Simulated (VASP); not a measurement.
## Titanium: the relaxed cell at several levels

Which functional gives the lattice of Titanium as experiment finds it, and is a dearer one worth its cost? The levels: PBE, LDA, r2SCAN and PBE + D3(BJ). The start is a cell from a database of measured crystal structures.

Main program and level: VASP 6.6.1; PBE; plane waves and PAW (Ti_sv), in the first sound run; inputs show where later runs differ.

**Measured values to reproduce.**

“Impact of oxygen ordering on titanium lattice parameters” (2024, arxiv:2402.07147) reports for Ti, hcp alpha, by XRD, Rietveld refinement (recrystallized polycrystalline plate, 600 wppm oxygen, 298 K): lattice constant a (a of hcp cell) 2.9536 ± 0.0001 Å [textured sample, prismatic peak absent, so a is less precise than c]; lattice constant c (c of hcp cell) 4.685 ± 0.0001 Å.

### 1. The structure

Before any relaxation, the start is as follows. Symmetry: P6_3/mmc, No. 194, hexagonal system. Conventional cell: a = 2.950 Å, b = 2.950 Å, c = 4.686 Å, α = 90.00°, β = 90.00°, γ = 120.00°. Ti has 12 Ti at 2.90 to 2.95 Å nearest.

Coordinates:

```xyz
2
Lattice="2.9500 0.0000 0.0000 -1.4750 2.5548 0.0000 0.0000 0.0000 4.6860" Properties=species:S:1:pos:R:3 pbc="T T T"
Ti    0.0000    1.7032    1.1715
Ti    1.4750    0.8516    3.5145
```

### 2. Relaxation with PBE

Properties are meant for the cell that this level of theory prefers, so cell and atoms are relaxed first (ISIF = 3) until forces and stress are small; EDIFFG sets the threshold. PBE, the usual starting point, adds the gradient of the density.

INCAR reads:

```
SYSTEM = Ti
PREC = Accurate
ENCUT = 520
EDIFF = 1E-06
NELM = 100
ISMEAR = -1
SIGMA = 0.05
LREAL = .FALSE.
ALGO = Normal
GGA = PE
NBANDS = 18
LASPH = .TRUE.
LORBIT = 11
LWAVE = .FALSE.
LCHARG = .FALSE.
KPAR = 2
IBRION = 2
NSW = 60
ISIF = 3
EDIFFG = -0.01
```

POSCAR reads:

```
Ti
1.0
    2.9500000000      0.0000000000      0.0000000000
   -1.4750000000      2.5547749412      0.0000000000
    0.0000000000      0.0000000000      4.6860000000
Ti
2
Direct
    0.3333333333      0.6666666667      0.2500000000
    0.6666666667      0.3333333333      0.7500000000
```

KPOINTS reads:

```
Automatic mesh
0
Gamma
9 9 5
0 0 0
```

Potentials, in the order of the species: Ti_sv (PBE family, release 64).

Command:

```sh
$ mpirun -np 2 vasp_std
```

Log:

```text
[banner, memory and clock lines left out]
running    2 mpi-ranks, on    1 nodes
 distrk:  each k-point on    1 cores,    2 groups
 distr:  one band on    1 cores,    1 groups

 POSCAR found type information on POSCAR Ti
 POSCAR found :  1 types and       2 ions
 LDA part: xc-table for (Slater+PW92), standard interpolation
 POSCAR, INCAR and KPOINTS ok, starting setup
 FFT: planning ... GRIDC
 FFT: planning ... GRID_SOFT
 FFT: planning ... GRID
 WAVECAR not read
 entering main loop
       N       E                     dE             d eps       ncg     rms          rms(c)
DAV:   1     0.261597959545E+03    0.26160E+03   -0.13128E+04  1296   0.166E+03
DAV:   2     0.125813990813E+02   -0.24902E+03   -0.24590E+03  1324   0.459E+02
DAV:   3    -0.165411509567E+02   -0.29123E+02   -0.28861E+02  2450   0.129E+02
DAV:   4    -0.177473181085E+02   -0.12062E+01   -0.12056E+01  1482   0.277E+01
DAV:   5    -0.178131831835E+02   -0.65865E-01   -0.65853E-01  2040   0.449E+00    0.117E+01
DAV:   6    -0.156723757539E+02    0.21408E+01   -0.81136E+00  1530   0.295E+01    0.289E+00
DAV:   7    -0.156602526464E+02    0.12123E-01   -0.75702E-01  1948   0.657E+00    0.204E+00
DAV:   8    -0.156867090389E+02   -0.26456E-01   -0.21444E-01  1500   0.552E+00    0.693E-01
DAV:   9    -0.156776689606E+02    0.90401E-02   -0.52906E-02  1554   0.235E+00    0.646E-02
DAV:  10    -0.156779081526E+02   -0.23919E-03   -0.24553E-03  1878   0.349E-01    0.885E-02
DAV:  11    -0.156779682236E+02   -0.60071E-04   -0.21364E-04  1588   0.106E-01    0.328E-02
DAV:  12    -0.156779577317E+02    0.10492E-04   -0.37172E-05  1640   0.507E-02    0.561E-03
DAV:  13    -0.156779596237E+02   -0.18920E-05   -0.71774E-07   932   0.899E-03    0.169E-03
DAV:  14    -0.156779604023E+02   -0.77865E-06   -0.30081E-07   734   0.510E-03
   1 F= -.15677960E+02 E0= -.15670050E+02  d E =-.156780E+02
 curvature:   0.00 expect dE= 0.000E+00 dE for cont linesearch  0.000E+00
 trial: gam= 0.00000 g(F)=  0.867E-46 g(S)=  0.145E-01 ort = 0.000E+00 (trialstep = 0.100E+01)
 search vector abs. value=  0.145E-01
 bond charge predicted
       N       E                     dE             d eps       ncg     rms          rms(c)
DAV:   1    -0.160398869182E+02   -0.36193E+00   -0.86476E+00  2024   0.359E+01    0.514E+00
DAV:   2    -0.156748441667E+02    0.36504E+00   -0.15681E+00  1632   0.133E+01    0.142E+00
DAV:   3    -0.156634015223E+02    0.11443E-01   -0.24989E-01  1778   0.294E+00    0.497E-01
DAV:   4    -0.156720974569E+02   -0.86959E-02   -0.44788E-02  1716   0.139E+00    0.180E-01
DAV:   5    -0.156780213063E+02   -0.59238E-02   -0.13429E-02  1668   0.757E-01    0.273E-01
DAV:   6    -0.156798956350E+02   -0.18743E-02   -0.53552E-03  1910   0.502E-01    0.822E-02
DAV:   7    -0.156801324517E+02   -0.23682E-03   -0.59649E-04  1658   0.188E-01    0.940E-03
DAV:   8    -0.156801455633E+02   -0.13112E-04   -0.62962E-05  2086   0.477E-02    0.842E-03
DAV:   9    -0.156801476225E+02   -0.20592E-05   -0.33213E-06  1274   0.165E-02    0.120E-03
DAV:  10    -0.156801483221E+02   -0.69960E-06   -0.29266E-07   686   0.444E-03
   2 F= -.15680148E+02 E0= -.15672831E+02  d E =-.218792E-02
[...]
3 F= -.15682300E+02 E0= -.15674769E+02  d E =-.433980E-02
[...]
4 F= -.15682297E+02 E0= -.15674773E+02  d E =-.433670E-02
[...]
5 F= -.15682378E+02 E0= -.15674897E+02  d E =-.808135E-04
 trial-energy change:   -0.000081  1 .order   -0.000077   -0.000118   -0.000036
 step:   1.3248(harm=  1.3248)  dis= 0.00000  next Energy=   -15.682382 (dE=-0.849E-04)
 bond charge predicted
       N       E                     dE             d eps       ncg     rms          rms(c)
DAV:   1    -0.156824700310E+02   -0.92340E-04   -0.43474E-03  1400   0.915E-01    0.686E-02
DAV:   2    -0.156824100757E+02    0.59955E-04   -0.27910E-04  1296   0.186E-01    0.338E-02
DAV:   3    -0.156823892671E+02    0.20809E-04   -0.70395E-05  1760   0.785E-02    0.504E-03
DAV:   4    -0.156823893928E+02   -0.12573E-06   -0.63135E-06  1316   0.332E-02
   6 F= -.15682389E+02 E0= -.15674923E+02  d E =-.922886E-04
 curvature:  -0.68 expect dE=-0.140E-04 dE for cont linesearch -0.206E-05
 trial: gam=-0.08802 g(F)=  0.482E-47 g(S)=  0.205E-04 ort = 0.200E-04 (trialstep = 0.100E+01)
 search vector abs. value=  0.180E-04
 reached required accuracy - stopping structural energy minimisation
```

Wall time 31 s (2 MPI ranks of AMD EPYC 9R14 (Zen 4), shared host); peak memory 0.27 GiB.

The logs omit lines about the potential files and the build; timing stands in the text.

Parts of OUTCAR (step 2):

```text
ion  position               nearest neighbor table
   1  0.333  0.667  0.250-   2 2.90   2 2.90   2 2.90   2 2.90   2 2.90   2 2.90
   2  0.667  0.333  0.750-   1 2.90   1 2.90   1 2.90   1 2.90   1 2.90   1 2.90

  LATTYP: Found a hexagonal cell.
 ALAT       =     2.9500000000
 C/A-ratio  =     1.5884745763

 Subroutine GETGRP returns: Found 24 space group operations
 (whereof 12 operations were pure point group operations)

The static configuration has the point symmetry D_3d.
 The point group associated with its full space group is D_6h.

 Found     36 irreducible k-points:

   k-points           NKPTS =     36   k-points in BZ     NKDIM =     36   number of bands    NBANDS=     18

   dimension x,y,z NGX =    24 NGY =   24 NGZ =   36
   dimension x,y,z NGXF=    48 NGYF=   48 NGZF=   72

   ENCUT  =  520.0 eV  38.22 Ry    6.18 a.u.   5.49  5.49  8.71*2*pi/ulx,y,z

   NELECT =      24.0000    total number of electrons

 k-points in reciprocal lattice and weights: Automatic mesh
   0.00000000  0.00000000  0.00000000       0.002
   0.11111111  0.00000000  0.00000000       0.015
   0.22222222  0.00000000  0.00000000       0.015
   0.33333333  0.00000000  0.00000000       0.015
   0.44444444  0.00000000  0.00000000       0.015
   0.11111111  0.11111111  0.00000000       0.015
   0.22222222  0.11111111  0.00000000       0.030
   0.33333333  0.11111111  0.00000000       0.030
   0.44444444  0.11111111  0.00000000       0.015
[...]
0.33333333  0.22222222  0.40000000       0.059
   0.33333333  0.33333333  0.40000000       0.010

 average (electrostatic) potential at core
       1 -72.4302       2 -72.4302

 E-fermi :   8.3733

 k-point     1 :       0.0000    0.0000    0.0000
  band No.  band energies     occupation
    ...
      6     -24.3743      2.00000
      7     -24.3326      2.00000
      8     -24.3326      2.00000
      9       2.1436      2.00000
     10       5.6680      2.00000
     11       9.1387      0.00000
     12       9.1387      0.00000
     13       9.1586      0.00000
     14       9.2639      0.00000
     15       9.6430      0.00000
    ...

 k-point     2 :       0.1111    0.0000    0.0000
  band No.  band energies     occupation
    ...
      6     -24.3889      2.00000
      7     -24.3861      2.00000
      8     -24.3397      2.00000
      9       2.4874      2.00000
     10       5.9325      2.00000
     11       8.5701      0.03828
     12       8.6653      0.00580
     13       9.3809      0.00000
     14       9.4528      0.00000
     15       9.6373      0.00000
    ...

 k-point     3 :       0.2222    0.0000    0.0000
  band No.  band energies     occupation
    ...
      8     -24.3596      2.00000
      9       3.4388      2.00000
     10       6.5001      2.00000
     11       7.6481      2.00000
     12       8.0519      1.99677
     13       9.1345      0.00000
     14       9.4151      0.00000
     15       9.4992      0.00000
     16      10.0524      0.00000
     17      10.1748      0.00000
    ...

  Total        0.0196406      0.0196406      0.0089535      0.0000000      0.0000000      0.0000000
  in kB        0.9079935      0.9079935      0.4139230      0.0000000      0.0000000      0.0000000
  external PRESSURE =       0.7433033 kB  Pullay stress =       0.0000000 kB

  energy-cutoff  :      520.00
  volume of cell :       34.66
      direct lattice vectors                 reciprocal lattice vectors
     2.936865301 -0.000000000  0.000000000     0.340499103  0.196587249  0.000000000
    -1.468432651  2.543399959 -0.000000000     0.000000000  0.393174497  0.000000000
     0.000000000 -0.000000000  4.639632780     0.000000000  0.000000000  0.215534299

 POSITION                                       TOTAL-FORCE (eV/Angst)
 -----------------------------------------------------------------------------------
     -0.00000      1.69560      1.15991         0.000000     -0.000000      0.000000
      1.46843      0.84780      3.47972        -0.000000      0.000000      0.000000
 -----------------------------------------------------------------------------------
    total drift:                               -0.000000      0.000000     -0.000000

  FREE ENERGIE OF THE ION-ELECTRON SYSTEM (eV)
  ---------------------------------------------------
  free  energy   TOTEN  =       -15.6823893928 eV

  energy  without entropy=      -15.6674562115  energy(sigma->0) =      -15.67492280

 reached required accuracy - stopping structural energy minimisation

 total charge
# of ion       s       p       d       tot
------------------------------------------
    1        2.250   6.121   1.883  10.253
    2        2.250   6.121   1.883  10.253
--------------------------------------------------
tot          4.500  12.242   3.765  20.507

[... 3 further parts left out ...]
```

The k-mesh is coarse for a metal. The run keeps the 24 symmetry operations of its start, so it cannot find a distortion of lower symmetry.

Relaxation path:

| step | energy less that of the first step (eV) | largest force (eV/Å) | pressure (GPa) | volume (Å³) |
| --- | --- | --- | --- | --- |
| 1 | 0.0000 | 0.0000 | -1.99 | 35.32 |
| 2 | -0.0022 | 0.0000 | 1.55 | 34.21 |
| 3 | -0.0043 | 0.0000 | 0.02 | 34.66 |
| 4 | -0.0043 | 0.0000 | 0.07 | 34.64 |
| 5 | -0.0044 | 0.0000 | 0.09 | 34.65 |
| 6 | -0.0044 | 0.0000 | 0.07 | 34.66 |

| conventional cell, symmetrised | before | after | change |
| --- | --- | --- | --- |
| a (Å) | 2.950 | 2.937 | -0.4 % |
| b (Å) | 2.950 | 2.937 | -0.4 % |
| c (Å) | 4.686 | 4.640 | -1.0 % |
| volume (Å³/atom) | 17.66 | 17.33 | -1.9 % |

Final coordinates:

```xyz
2
Lattice="2.9369 0.0000 0.0000 -1.4684 2.5434 0.0000 0.0000 0.0000 4.6396" Properties=species:S:1:pos:R:3 pbc="T T T"
Ti    0.0000    1.6956    1.1599
Ti    1.4684    0.8478    3.4797
```

This step gave:

* electrons: 24
* bands: 18
* irreducible k-points: 36
* symmetry operations: 24
* free energy (TOTEN): -15.68 eV
* energy at zero smearing: -15.67 eV
* Fermi energy: 8.373 eV
* pressure: 0.07433 GPa
* metallic: yes
* SCF cycles over all ionic steps: 47

It ends with forces that vanish by symmetry and a pressure of 0.07 GPa. The volume lies -1.9 % from that of the database's start, which holds the thermal and zero-point expansion of its experiment. The conventional cell has a = 2.937 and c = 4.640 Å. Against its usual tendency, PBE gives a cell smaller than the listed one.

[end of part 1 of 3]

[Lines on the potential files, build, host, timing and source positions are cut from VASP's logs without a mark.]

[Logs are printed without paths, hosts, clocks, repeated set-up lines and the standing remarks that a program may print on its own settings, such as how far it seeks lower states.]

[Hosts, paths, dates, database ids (printed as entryN), source tags and the programs' standing remarks are cut or masked in the printed files.]

[A measured line is paired with the nearest computed mode of its activity, which favours agreement.]
